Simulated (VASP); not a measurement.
# HfC with PBEsol: from relaxation to properties, part 3 of 4

What structure does HfC take at this level, and what are its properties? The start is a cell from a database of measured crystal structures.

VASP 6.6.1; PBEsol; plane waves and PAW (Hf_pv, C).

So far. Step 4 (Single point with fields (PBEsol)): In this run the pressure is 0.11 GPa, small enough to go on; single stress components reach 0.11 GPa. Step 5 (Bands along the symmetry lines (PBEsol)): There is no gap at this level.

The database entry behind the starting cell differs from later determinations by our own check (about 0.2 % long), so it need not match the best structure at ambient conditions.

### Step 6. Density of states (PBEsol)

A density of states needs more k-points than a total energy, and tetrahedra (ISMEAR = -5) or a smearing that fits the mesh; LORBIT projects the states on the PAW spheres. The mesh is finer than in the run before.

Contents of INCAR:

```
SYSTEM = HfC
PREC = Accurate
ENCUT = 520
EDIFF = 1E-06
NELM = 100
ISMEAR = -5
SIGMA = 0.05
LREAL = .FALSE.
ALGO = Normal
GGA = PS
NBANDS = 19
LASPH = .TRUE.
LORBIT = 11
LWAVE = .FALSE.
LCHARG = .FALSE.
KPAR = 2
NEDOS = 2001
```

Contents of POSCAR:

```
HfC
1.0
    0.0000000000      2.3022337384      2.3022337384
    2.3022337384      0.0000000000      2.3022337384
    2.3022337384      2.3022337384      0.0000000000
Hf C
1 1
Direct
    0.5000000000      0.5000000000      0.5000000000
    0.0000000000      0.0000000000      0.0000000000
```

Contents of KPOINTS:

```
Automatic mesh
0
Gamma
12 12 12
0 0 0
```

PAW data sets: Hf_pv and C (PBE family, release 64).

The run is started by

```bash
> mpirun -np 2 vasp_std
```

Log:

```text
[... set-up lines as in an earlier step ...]
 entering main loop
       N       E                     dE             d eps       ncg     rms          rms(c)
DAV:   1     0.307331954209E+02    0.30733E+02   -0.71850E+03  2752   0.729E+02
DAV:   2    -0.234830286324E+02   -0.54216E+02   -0.51294E+02  3461   0.185E+02
DAV:   3    -0.250687059532E+02   -0.15857E+01   -0.15737E+01  3252   0.224E+01
DAV:   4    -0.250734956444E+02   -0.47897E-02   -0.47887E-02  3165   0.144E+00
DAV:   5    -0.250735063265E+02   -0.10682E-04   -0.10683E-04  3117   0.673E-02    0.611E+01
DAV:   6    -0.222769129627E+02    0.27966E+01   -0.91833E+00  2874   0.127E+01    0.432E+01
DAV:   7    -0.222146020886E+02    0.62311E-01   -0.43178E-01  2856   0.374E+00    0.239E+01
DAV:   8    -0.221994575765E+02    0.15145E-01   -0.51225E-02  2931   0.145E+00    0.459E+00
DAV:   9    -0.221957724668E+02    0.36851E-02   -0.10738E-02  2925   0.533E-01    0.197E+00
DAV:  10    -0.221955139568E+02    0.25851E-03   -0.86683E-04  2979   0.190E-01    0.103E-01
DAV:  11    -0.221955070916E+02    0.68652E-05   -0.53092E-05  3023   0.525E-02    0.237E-02
DAV:  12    -0.221955063771E+02    0.71445E-06   -0.25249E-06  2761   0.100E-02
   1 F= -.22195506E+02 E0= -.22195506E+02  d E =0.000000E+00
 -----------------------------------------------------------------------------
|                                                                             |
|           W    W    AA    RRRRR   N    N  II  N    N   GGGG   !!!           |
|           W    W   A  A   R    R  NN   N  II  NN   N  G    G  !!!           |
|           W    W  A    A  R    R  N N  N  II  N N  N  G       !!!           |
|           W WW W  AAAAAA  RRRRR   N  N N  II  N  N N  G  GGG   !            |
|           WW  WW  A    A  R   R   N   NN  II  N   NN  G    G                |
|           W    W  A    A  R    R  N    N  II  N    N   GGGG   !!!           |
|                                                                             |
|     Tetrahedron method does not include variations of the Fermi             |
|     occupations, so forces and stress will be inaccurate. We suggest        |
|     using a different smearing scheme ISMEAR = 1 or 2 for metals in         |
|     relaxations.                                                            |
|                                                                             |
 -----------------------------------------------------------------------------
```

Run time: 13 s. Hardware: 2 MPI ranks of AMD EPYC 7R43, shared host; peak memory 0.25 GiB.

Parts of OUTCAR (step 6):

```text
   k-points           NKPTS =     72   k-points in BZ     NKDIM =     72   number of bands    NBANDS=     19

   NELECT =      14.0000    total number of electrons

 E-fermi :   6.0655

 k-point     1 :       0.0000    0.0000    0.0000
  band No.  band energies     occupation
      1     -23.3232      2.00000
      2     -23.3232      2.00000
      3     -23.3232      2.00000
      4      -6.4030      2.00000
      5       7.0794     -0.75920
      6       7.0794      0.00000
      7       7.0794      0.00000
      8       7.3863      0.00000
      9       7.3863      0.00000
    ...

  Total        0.0113595      0.0113595      0.0113595      0.0000000      0.0000000      0.0000000
  in kB        0.7457470      0.7457470      0.7457470      0.0000000      0.0000000      0.0000000
  external PRESSURE =       0.7457470 kB  Pullay stress =       0.0000000 kB

 POSITION                                       TOTAL-FORCE (eV/Angst)
 -----------------------------------------------------------------------------------
      2.30223      2.30223      2.30223        -0.000000      0.000000     -0.000000
      0.00000      0.00000      0.00000         0.000000     -0.000000      0.000000
 -----------------------------------------------------------------------------------
    total drift:                                0.000000     -0.000000      0.000000

  FREE ENERGIE OF THE ION-ELECTRON SYSTEM (eV)
  ---------------------------------------------------
  free  energy   TOTEN  =       -22.1955063771 eV

  energy  without entropy=      -22.1955063771  energy(sigma->0) =      -22.19550638

[... 6 parts as in an earlier step ...]

[... 10 further parts left out ...]
```

With tetrahedra the forces and stress of a metal are not exact derivatives of the energy.

This step gave:

```yaml
irreducible_k_points: 72
free_energy_toten: -22.20 eV
fermi_energy: 6.066 eV
pressure: 0.07457 GPa
dos_at_the_fermi_level_one_point_of_the_energy_grid: 0.2470 states/eV/cell
```

The density of states has structure finer than the step of the table below, so its rows give means over 0.5 eV, whole bins alone (the curve runs from -12.0 to 3.36 eV). Peaks (eV: height): total -9.71: 1.51, -2.80: 5.32; Hf d -9.71: 0.185, -2.80: 1.27; C p -2.80: 1.30; Hf p -9.43: 0.152, -2.80: 1.04; Hf s -10.37: 0.0663, -4.88: 0.102.

States under -12.0 eV and over 3.4 eV are left out. The density of states by energy, zero at the Fermi level; means over each step; values in states/eV/cell:

```tsv
energy (eV)	total	Hf d	C p	Hf p	Hf s	C s
-11.5	0.147	7.3e-4	7.6e-4	0.00740	0.0268	0.0490
-11.0	0.226	0.00328	0.00146	0.0162	0.0351	0.0786
-10.5	0.574	0.0493	0.00250	0.0375	0.0511	0.221
-10.0	1.08	0.125	0.00420	0.0791	0.0535	0.443
-9.5	1.36	0.146	0.00449	0.137	0.0334	0.584
-9.0	0.471	0.0299	0.00198	0.0684	0.00898	0.208
-8.5	0.0392	8.9e-4	1.4e-4	0.00719	5.6e-4	0.0177
-8.0	0	0	0	0	0	0
-7.5	0	0	0	0	0	0
-7.0	0	0	0	0	0	0
-6.5	0.00162	2.8e-4	2.8e-4	1.6e-5	2.8e-4	1.6e-5
-6.0	0.116	0.0203	0.0206	0.00293	0.0194	0.00205
-5.5	0.302	0.0542	0.0558	0.0120	0.0456	0.00613
-5.0	0.635	0.120	0.126	0.0313	0.0839	0.0128
-4.5	0.833	0.161	0.174	0.0561	0.0932	0.0175
-4.0	0.875	0.169	0.197	0.0828	0.0772	0.0171
-3.5	0.582	0.106	0.136	0.0771	0.0401	0.0104
-3.0	1.89	0.502	0.478	0.281	0.0151	0.00963
-2.5	3.26	0.970	0.832	0.383	0.00996	0.00946
-2.0	1.57	0.502	0.403	0.127	0.00781	0.00567
-1.5	0.893	0.258	0.254	0.0741	0.00489	0.00371
-1.0	0.593	0.148	0.184	0.0568	0.00269	0.00211
-0.5	0.337	0.0717	0.112	0.0371	0.00101	8.6e-4
0.0	0.228	0.0516	0.0716	0.0250	9.4e-4	5.3e-4
0.5	0.299	0.0935	0.0734	0.0249	0.00257	0.00120
1.0	0.386	0.159	0.0701	0.0193	0.00403	0.00192
1.5	0.518	0.252	0.0729	0.0149	0.00569	0.00286
2.0	0.564	0.288	0.0736	0.0114	0.00702	0.00389
2.5	0.642	0.338	0.0804	0.00929	0.00870	0.00541
3.0	0.768	0.418	0.0915	0.00913	0.0113	0.00784
```

The finer mesh and the other smearing move the Fermi level by +0.08 eV from the 8×8×8 run, one measure of the sampling error in the zero of the bands above. Of the states within 0.3 eV of the Fermi level, the largest shares in the PAW spheres are C p 31 %, Hf d 23 % and Hf p 11 %. The rest lies in smaller channels or between the spheres.

### Step 7. Volume scan with PBEsol, volume scale 0.94

An equation of state needs energies on both sides of the minimum, all on one mesh and cutoff.

Contents of INCAR:

```
SYSTEM = HfC
PREC = Accurate
ENCUT = 520
EDIFF = 1E-06
NELM = 100
ISMEAR = 0
SIGMA = 0.05
LREAL = .FALSE.
ALGO = Normal
GGA = PS
NBANDS = 13
LASPH = .TRUE.
LORBIT = 11
LWAVE = .FALSE.
LCHARG = .FALSE.
KPAR = 2
ISIF = 2
```

Contents of POSCAR:

```
HfC
1.0
    0.0000000000      2.2552361892      2.2552361892
    2.2552361892      0.0000000000      2.2552361892
    2.2552361892      2.2552361892      0.0000000000
Hf C
1 1
Direct
    0.5000000000      0.5000000000      0.5000000000
    0.0000000000      0.0000000000      0.0000000000
```

Contents of KPOINTS:

```
Automatic mesh
0
Gamma
8 8 8
0 0 0
```

The run is started by

```bash
> mpirun -np 2 vasp_std
```

Log:

```text
[... set-up lines as in an earlier step ...]
 entering main loop
       N       E                     dE             d eps       ncg     rms          rms(c)
DAV:   1     0.222941926329E+02    0.22294E+02   -0.78712E+03   754   0.107E+03
DAV:   2    -0.233515245727E+02   -0.45646E+02   -0.43039E+02   973   0.206E+02
DAV:   3    -0.249326071410E+02   -0.15811E+01   -0.15752E+01   924   0.283E+01
DAV:   4    -0.249398079701E+02   -0.72008E-02   -0.72003E-02   859   0.233E+00
DAV:   5    -0.249398520659E+02   -0.44096E-04   -0.44094E-04   945   0.163E-01    0.683E+01
DAV:   6    -0.221643139824E+02    0.27755E+01   -0.11658E+01   844   0.186E+01    0.473E+01
DAV:   7    -0.221246406645E+02    0.39673E-01   -0.44245E-01   874   0.501E+00    0.235E+01
DAV:   8    -0.221154922942E+02    0.91484E-02   -0.30671E-02   894   0.145E+00    0.370E+00
DAV:   9    -0.221127577479E+02    0.27345E-02   -0.13882E-02   884   0.639E-01    0.169E+00
DAV:  10    -0.221124400201E+02    0.31773E-03   -0.11448E-03   912   0.259E-01    0.101E-01
DAV:  11    -0.221124379642E+02    0.20559E-05   -0.54858E-05   874   0.686E-02    0.151E-02
DAV:  12    -0.221124369997E+02    0.96453E-06   -0.16174E-06   686   0.115E-02
   1 F= -.22112437E+02 E0= -.22112098E+02  d E =-.678740E-03
```

It took 5.4 s on 2 MPI ranks; peak memory 0.21 GiB.

OUTCAR, selected parts (step 7):

```text
   ENCUT  =  520.0 eV  38.22 Ry    6.18 a.u.   5.93  5.93  5.93*2*pi/ulx,y,z

   NELECT =      14.0000    total number of electrons

 E-fermi :   6.4779

 k-point     1 :       0.0000    0.0000    0.0000
  band No.  band energies     occupation
      1     -22.5288      2.00000
      2     -22.5288      2.00000
      3     -22.5288      2.00000
      4      -6.2210      2.00000
      5       7.6094      0.00000
      6       7.6094      0.00000
      7       7.6094      0.00000
      8       7.8866      0.00000
      9       7.8866      0.00000
    ...

  Total        2.5669372      2.5669372      2.5669372     -0.0000000     -0.0000000     -0.0000000
  in kB      179.2750015    179.2750015    179.2750015     -0.0000000     -0.0000000     -0.0000000
  external PRESSURE =     179.2750015 kB  Pullay stress =       0.0000000 kB

 POSITION                                       TOTAL-FORCE (eV/Angst)
 -----------------------------------------------------------------------------------
      2.25524      2.25524      2.25524         0.000000      0.000000      0.000000
      0.00000      0.00000      0.00000        -0.000000     -0.000000     -0.000000
 -----------------------------------------------------------------------------------
    total drift:                                0.000000     -0.000000      0.000000

  FREE ENERGIE OF THE ION-ELECTRON SYSTEM (eV)
  ---------------------------------------------------
  free  energy   TOTEN  =       -22.1124369997 eV

  energy  without entropy=      -22.1117582598  energy(sigma->0) =      -22.11209763

[... 4 parts as in an earlier step ...]

[... 12 further parts left out ...]
```

The scan keeps the cell's shape and the fractional positions fixed.

This step gave:

```yaml
bands: 13
irreducible_k_points: 29
free_energy_toten: -22.11 eV
energy_at_zero_smearing: -22.11 eV
fermi_energy: 6.478 eV
pressure: 17.93 GPa
```

The pressure here is 17.93 GPa.

### Step 8. Volume scan with PBEsol, volume scale 0.96

INCAR is that of step 7.

Contents of POSCAR:

```
HfC
1.0
    0.0000000000      2.2711186574      2.2711186574
    2.2711186574      0.0000000000      2.2711186574
    2.2711186574      2.2711186574      0.0000000000
Hf C
1 1
Direct
    0.5000000000      0.5000000000      0.5000000000
    0.0000000000      0.0000000000      0.0000000000
```

KPOINTS is that of step 7.

The run is started by

```bash
> mpirun -np 2 vasp_std
```

Log:

```text
[... set-up lines as in an earlier step ...]
 entering main loop
       N       E                     dE             d eps       ncg     rms          rms(c)
DAV:   1     0.214719102489E+02    0.21472E+02   -0.78991E+03   754   0.106E+03
DAV:   2    -0.233626299055E+02   -0.44835E+02   -0.42452E+02   982   0.203E+02
DAV:   3    -0.249932992300E+02   -0.16307E+01   -0.16227E+01   932   0.282E+01
DAV:   4    -0.250016248047E+02   -0.83256E-02   -0.83247E-02   862   0.241E+00
DAV:   5    -0.250016769042E+02   -0.52099E-04   -0.52099E-04   930   0.173E-01    0.657E+01
DAV:   6    -0.222056443445E+02    0.27960E+01   -0.11668E+01   844   0.185E+01    0.459E+01
DAV:   7    -0.221699851253E+02    0.35659E-01   -0.52304E-01   869   0.514E+00    0.236E+01
DAV:   8    -0.221610632002E+02    0.89219E-02   -0.39476E-02   909   0.157E+00    0.401E+00
DAV:   9    -0.221574650503E+02    0.35981E-02   -0.18761E-02   879   0.724E-01    0.169E+00
DAV:  10    -0.221570464564E+02    0.41859E-03   -0.15633E-03   927   0.294E-01    0.763E-02
DAV:  11    -0.221570451231E+02    0.13334E-05   -0.68427E-05   849   0.766E-02    0.129E-02
DAV:  12    -0.221570441270E+02    0.99610E-06   -0.24360E-06   924   0.133E-02
   1 F= -.22157044E+02 E0= -.22156658E+02  d E =-.772746E-03
```

The job ended after 5.2 s (2 MPI ranks; peak memory 0.21 GiB).

Parts of OUTCAR (step 8):

```text
   ENCUT  =  520.0 eV  38.22 Ry    6.18 a.u.   5.97  5.97  5.97*2*pi/ulx,y,z

   NELECT =      14.0000    total number of electrons

 E-fermi :   6.3124

 k-point     1 :       0.0000    0.0000    0.0000
  band No.  band energies     occupation
      1     -22.8010      2.00000
      2     -22.8010      2.00000
      3     -22.8010      2.00000
      4      -6.2856      2.00000
      5       7.4267      0.00000
      6       7.4267      0.00000
      7       7.4267      0.00000
      8       7.7155      0.00000
      9       7.7155      0.00000
    ...

  Total        1.6614941      1.6614941      1.6614941      0.0000000     -0.0000000     -0.0000000
  in kB      113.6213402    113.6213402    113.6213402      0.0000000     -0.0000000     -0.0000000
  external PRESSURE =     113.6213402 kB  Pullay stress =       0.0000000 kB

 POSITION                                       TOTAL-FORCE (eV/Angst)
 -----------------------------------------------------------------------------------
      2.27112      2.27112      2.27112        -0.000000      0.000000      0.000000
      0.00000      0.00000      0.00000         0.000000      0.000000     -0.000000
 -----------------------------------------------------------------------------------
    total drift:                                0.000000     -0.000000      0.000000

  FREE ENERGIE OF THE ION-ELECTRON SYSTEM (eV)
  ---------------------------------------------------
  free  energy   TOTEN  =       -22.1570441270 eV

  energy  without entropy=      -22.1562713810  energy(sigma->0) =      -22.15665775

[... 4 parts as in an earlier step ...]

[... 12 further parts left out ...]
```

Numbers from this step:

- free energy (TOTEN): -22.16 eV
- energy at zero smearing: -22.16 eV
- Fermi energy: 6.312 eV
- pressure: 11.36 GPa

The pressure falls from 17.93 to 11.36 GPa.

The run ends at a pressure of 11.36 GPa.

### Step 9. Volume scan with PBEsol, volume scale 0.98

INCAR is that of step 8.

Contents of POSCAR:

```
HfC
1.0
    0.0000000000      2.2867820397      2.2867820397
    2.2867820397      0.0000000000      2.2867820397
    2.2867820397      2.2867820397      0.0000000000
Hf C
1 1
Direct
    0.5000000000      0.5000000000      0.5000000000
    0.0000000000      0.0000000000      0.0000000000
```

KPOINTS is that of step 8.

The run is started by

```bash
> mpirun -np 2 vasp_std
```

Log:

```text
[... set-up lines as in an earlier step ...]
 entering main loop
       N       E                     dE             d eps       ncg     rms          rms(c)
DAV:   1     0.213920964717E+02    0.21392E+02   -0.79553E+03   754   0.107E+03
DAV:   2    -0.233638501891E+02   -0.44756E+02   -0.42122E+02   970   0.211E+02
DAV:   3    -0.250370451478E+02   -0.16732E+01   -0.16669E+01   894   0.287E+01
DAV:   4    -0.250450507357E+02   -0.80056E-02   -0.80049E-02   902   0.247E+00
[...]
DAV:  10    -0.221826800431E+02    0.47819E-03   -0.18576E-03   932   0.314E-01    0.613E-02
DAV:  11    -0.221826777475E+02    0.22957E-05   -0.79421E-05   844   0.822E-02    0.119E-02
DAV:  12    -0.221826770627E+02    0.68476E-06   -0.32926E-06   939   0.149E-02
   1 F= -.22182677E+02 E0= -.22182233E+02  d E =-.888136E-03
```

Run time: 5.2 s. Hardware: 2 MPI ranks; peak memory 0.21 GiB.

OUTCAR, selected parts (step 9):

```text
  Total        0.8134066      0.8134066      0.8134066     -0.0000000     -0.0000000      0.0000000
  in kB       54.4896438     54.4896438     54.4896438     -0.0000000     -0.0000000      0.0000000
  external PRESSURE =      54.4896438 kB  Pullay stress =       0.0000000 kB

 POSITION                                       TOTAL-FORCE (eV/Angst)
 -----------------------------------------------------------------------------------
      2.28678      2.28678      2.28678        -0.000000      0.000000      0.000000
      0.00000      0.00000      0.00000         0.000000     -0.000000     -0.000000
 -----------------------------------------------------------------------------------
    total drift:                                0.000000     -0.000000      0.000000

  FREE ENERGIE OF THE ION-ELECTRON SYSTEM (eV)
  ---------------------------------------------------
  free  energy   TOTEN  =       -22.1826770627 eV

  energy  without entropy=      -22.1817889266  energy(sigma->0) =      -22.18223299

[... 1 part as in an earlier step ...]

[... 2 further parts left out ...]
[key lines of the parts left out:]
E-fermi :   6.1481
```

The pressure falls from 11.36 to 5.45 GPa.

The run ends at a pressure of 5.45 GPa.

### Step 10. Volume scan with PBEsol, volume scale 1

INCAR is that of step 9.

Contents of POSCAR:

```
HfC
1.0
    0.0000000000      2.3022337384      2.3022337384
    2.3022337384      0.0000000000      2.3022337384
    2.3022337384      2.3022337384      0.0000000000
Hf C
1 1
Direct
    0.5000000000      0.5000000000      0.5000000000
    0.0000000000      0.0000000000      0.0000000000
```

KPOINTS is that of step 9.

The run is started by

```bash
> mpirun -np 2 vasp_std
```

Log:

```text
[... set-up lines as in an earlier step ...]
 entering main loop
       N       E                     dE             d eps       ncg     rms          rms(c)
[... 12 cycles as in an earlier step ...]
   1 F= -.22191176E+02 E0= -.22190735E+02  d E =-.881227E-03
```

It took 5.2 s on 2 MPI ranks; peak memory 0.21 GiB.

Parts of OUTCAR (step 10):

```text
[... 6 parts as in an earlier step ...]

[... 1 further part left out ...]
[key lines of the parts left out:]
E-fermi :   5.9861
```

The pressure falls from 5.45 to 0.11 GPa.

The run ends at a pressure of 0.11 GPa.

### Step 11. Volume scan with PBEsol, volume scale 1.02

INCAR is that of step 10.

Contents of POSCAR:

```
HfC
1.0
    0.0000000000      2.3174807638      2.3174807638
    2.3174807638      0.0000000000      2.3174807638
    2.3174807638      2.3174807638      0.0000000000
Hf C
1 1
Direct
    0.5000000000      0.5000000000      0.5000000000
    0.0000000000      0.0000000000      0.0000000000
```

KPOINTS is that of step 10.

The run is started by

```bash
> mpirun -np 2 vasp_std
```

Log:

```text
[... set-up lines as in an earlier step ...]
 entering main loop
       N       E                     dE             d eps       ncg     rms          rms(c)
DAV:   1     0.224037669161E+02    0.22404E+02   -0.79498E+03   754   0.106E+03
DAV:   2    -0.234870132196E+02   -0.45891E+02   -0.43092E+02   932   0.211E+02
DAV:   3    -0.250748815912E+02   -0.15879E+01   -0.15798E+01   904   0.283E+01
DAV:   4    -0.250836318230E+02   -0.87502E-02   -0.87492E-02   869   0.251E+00
[...]
DAV:  10    -0.221842305272E+02    0.51626E-03   -0.21198E-03   922   0.333E-01    0.534E-02
DAV:  11    -0.221842268105E+02    0.37167E-05   -0.92211E-05   839   0.872E-02    0.135E-02
DAV:  12    -0.221842260527E+02    0.75782E-06   -0.40239E-06   937   0.161E-02
   1 F= -.22184226E+02 E0= -.22183854E+02  d E =-.744417E-03
```

Wall time 5.4 s (2 MPI ranks); peak memory 0.22 GiB; 9.4 s of CPU time.

OUTCAR, selected parts (step 11):

```text
  Total       -0.7330979     -0.7330979     -0.7330979      0.0000000      0.0000000      0.0000000
  in kB      -47.1839327    -47.1839327    -47.1839327      0.0000000      0.0000000      0.0000000
  external PRESSURE =     -47.1839327 kB  Pullay stress =       0.0000000 kB

 POSITION                                       TOTAL-FORCE (eV/Angst)
 -----------------------------------------------------------------------------------
      2.31748      2.31748      2.31748         0.000000      0.000000      0.000000
      0.00000      0.00000      0.00000        -0.000000     -0.000000     -0.000000
 -----------------------------------------------------------------------------------
    total drift:                                0.000000     -0.000000      0.000000

  FREE ENERGIE OF THE ION-ELECTRON SYSTEM (eV)
  ---------------------------------------------------
  free  energy   TOTEN  =       -22.1842260527 eV

  energy  without entropy=      -22.1834816362  energy(sigma->0) =      -22.18385384

[... 1 part as in an earlier step ...]

[... 2 further parts left out ...]
[key lines of the parts left out:]
E-fermi :   5.8280
```

The pressure falls from 0.11 to -4.72 GPa, so it vanishes between these two volumes.

(Continued in part 4 of 4.)

[Lines on the potential files, build, host, timing and source positions are cut from VASP's logs without a mark.]

[Logs are printed without paths, hosts, clocks, repeated set-up lines and the standing remarks that a program may print on its own settings, such as how far it seeks lower states.]

[Hosts, paths, dates, database ids (printed as entryN), source tags and the programs' standing remarks are cut or masked in the printed files.]

[A measured line is paired with the nearest computed mode of its activity, which favours agreement.]

[In band tables of VASP the shares of atoms and orbitals are scaled to a sum of 1 inside the atoms' spheres.]
